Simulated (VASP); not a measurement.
Here is the system:

```xyz
64
Lattice="10.9371 0.0000 0.0000 0.0000 10.9371 0.0000 0.0000 0.0000 10.9371" Properties=species:S:1:pos:R:3 pbc="T T T"
Si     5.4636    10.9354     0.0009
Si     6.8372     1.3641     1.3664
Si     8.2007     2.7333    10.9362
Si     9.5783     4.1056     1.3663
Si     8.2010    10.9344     2.7359
Si     9.5806     1.3642     4.1055
Si    10.9349    10.9340    10.9345
Si     1.3712     1.3714     1.3710
Si     2.7351     2.7348     0.0026
Si     4.1072     4.1057     1.3775
Si     5.4672     5.4662    10.9363
Si     6.8355     6.8355     1.3743
Si     8.1991     8.1993    10.9371
Si     9.5705     9.5706     1.3711
Si     2.7353     0.0036     2.7359
Si     4.1074     1.3781     4.1080
Si     5.4823     2.7289     2.7297
Si     6.8657     4.0872     4.0871
Si     8.2077     5.4534     2.7262
Si     9.5672     6.8355     4.1048
Si     5.4680    10.9346     5.4671
Si     6.8340     1.3766     6.8344
Si     8.2088     2.7252     5.4521
Si     9.5682     4.1031     6.8354
Si     8.1979     0.0020     8.1989
Si     9.5705     1.3706     9.5706
Si    10.9331     5.4645     0.0020
Si     1.3643     6.8377     1.3664
Si     2.7340     8.2016    10.9370
Si     4.1051     9.5809     1.3659
Si     0.0018     2.7350     2.7349
Si     1.3771     4.1063     4.1063
Si     2.7290     5.4806     2.7284
Si     4.0841     6.8675     4.0851
Si     5.4527     8.2086     2.7252
Si     6.8360     9.5664     4.1047
Si    10.9325    10.9339     5.4647
Si     1.3621     1.3619     6.8372
Si     2.7254     2.7261     5.4823
Si     4.0772     4.0831     6.8721
Si     6.8647     6.8666     6.8701
Si     8.2047     8.2041     5.4795
Si     9.5767     9.5790     6.8387
Si     2.7346    10.9350     8.2009
Si     4.1055     1.3631     9.5817
Si     5.4508     2.7241     8.2106
Si     6.8352     4.1022     9.5687
Si     8.2062     5.4756     8.2071
Si     9.5797     6.8382     9.5795
Si    10.9347     8.2013     2.7360
Si     1.3635     9.5822     4.1055
Si    10.9353     5.4667     5.4668
Si     1.3731     6.8359     6.8351
Si     2.7238     8.2096     5.4523
Si     4.1036     9.5681     6.8355
Si    10.9350     2.7340     8.2013
Si     1.3612     4.1058     9.5844
Si     2.7199     5.4538     8.2136
Si     4.1026     6.8357     9.5700
Si     5.4763     8.2080     8.2094
Si     6.8383     9.5817     9.5808
Si    10.9363     8.1996     8.1987
Si     1.3709     9.5704     9.5701
Ga     5.4537     5.4572     5.4666
```

All values below come from HSE06 screened hybrid, VASP's PBE PAW potentials (set 64) (plane waves; VASP). Settings: PREC = Normal, LREAL = Auto, ISYM = 0, EDIFF = 1E-5, 400 eV cut-off, 1×1×1 Γ-centred mesh, Gaussian smearing of 0.050 eV, potentials Si Ga. Starting moments (MAGMOM): 64*0.0156. The cell's moment is fixed (NUPDOWN = 1).

The supercell is sampled at Γ alone, which is coarse: total energies, pressure and levels can be off, energies of defects by several tenths of an eV.

**Question.** Predict the cell moment, energy per atom (σ→0), largest force.

**Answer.** 
| Item | Value |
|---|---|
| cell moment | 1.00 μB |
| energy per atom (σ→0) | -6.143 eV/atom |
| largest force | 0.215 eV/Å |

**Question.** Give the moment on each site (PAW-sphere projection).

**Answer.** 
```json
[
 {"site": "Si1", "moment (μB)": "0.01"},
 {"site": "Si2", "moment (μB)": "0.01"},
 {"site": "Si3", "moment (μB)": "0.01"},
 {"site": "Si4", "moment (μB)": "0.01"},
 {"site": "Si5", "moment (μB)": "0.01"},
 {"site": "Si6", "moment (μB)": "0.01"},
 {"site": "Si7", "moment (μB)": "0.01"},
 {"site": "Si8", "moment (μB)": "0.01"},
 {"site": "Si9", "moment (μB)": "0.01"},
 {"site": "Si10", "moment (μB)": "0.01"},
 {"site": "Si11", "moment (μB)": "0.00"},
 {"site": "Si12", "moment (μB)": "0.00"},
 {"site": "Si13", "moment (μB)": "0.01"},
 {"site": "Si14", "moment (μB)": "0.01"},
 {"site": "Si15", "moment (μB)": "0.01"},
 {"site": "Si16", "moment (μB)": "0.01"},
 {"site": "Si17", "moment (μB)": "0.01"},
 {"site": "Si18", "moment (μB)": "0.01"},
 {"site": "Si19", "moment (μB)": "0.00"},
 {"site": "Si20", "moment (μB)": "0.01"},
 {"site": "Si21", "moment (μB)": "0.00"},
 {"site": "Si22", "moment (μB)": "0.00"},
 {"site": "Si23", "moment (μB)": "0.01"},
 {"site": "Si24", "moment (μB)": "0.01"},
 {"site": "Si25", "moment (μB)": "0.01"},
 {"site": "Si26", "moment (μB)": "0.01"},
 {"site": "Si27", "moment (μB)": "0.01"},
 {"site": "Si28", "moment (μB)": "0.01"},
 {"site": "Si29", "moment (μB)": "0.01"},
 {"site": "Si30", "moment (μB)": "0.01"},
 {"site": "Si31", "moment (μB)": "0.01"},
 {"site": "Si32", "moment (μB)": "0.01"},
 {"site": "Si33", "moment (μB)": "0.01"},
 {"site": "Si34", "moment (μB)": "0.01"},
 {"site": "Si35", "moment (μB)": "0.00"},
 {"site": "Si36", "moment (μB)": "0.01"},
 {"site": "Si37", "moment (μB)": "0.01"},
 {"site": "Si38", "moment (μB)": "0.01"},
 {"site": "Si39", "moment (μB)": "0.01"},
 {"site": "Si40", "moment (μB)": "0.01"},
 {"site": "Si41", "moment (μB)": "0.04"},
 {"site": "Si42", "moment (μB)": "0.01"},
 {"site": "Si43", "moment (μB)": "0.01"},
 {"site": "Si44", "moment (μB)": "0.01"},
 {"site": "Si45", "moment (μB)": "0.01"},
 {"site": "Si46", "moment (μB)": "0.01"},
 {"site": "Si47", "moment (μB)": "0.01"},
 {"site": "Si48", "moment (μB)": "0.01"},
 {"site": "Si49", "moment (μB)": "0.01"},
 {"site": "Si50", "moment (μB)": "0.01"},
 {"site": "Si51", "moment (μB)": "0.01"},
 {"site": "Si52", "moment (μB)": "0.00"},
 {"site": "Si53", "moment (μB)": "0.00"},
 {"site": "Si54", "moment (μB)": "0.00"},
 {"site": "Si55", "moment (μB)": "0.01"},
 {"site": "Si56", "moment (μB)": "0.01"},
 {"site": "Si57", "moment (μB)": "0.01"},
 {"site": "Si58", "moment (μB)": "0.00"},
 {"site": "Si59", "moment (μB)": "0.01"},
 {"site": "Si60", "moment (μB)": "0.01"},
 {"site": "Si61", "moment (μB)": "0.01"},
 {"site": "Si62", "moment (μB)": "0.01"},
 {"site": "Si63", "moment (μB)": "0.01"},
 {"site": "Ga64", "moment (μB)": "0.06"}
]
```

Total energies compare only between runs with the same potentials, cut-off and functional.

The cell is a supercell with a defect, built from Si (diamond): Ga_Si. The cell's shape comes from a PBE relaxation.
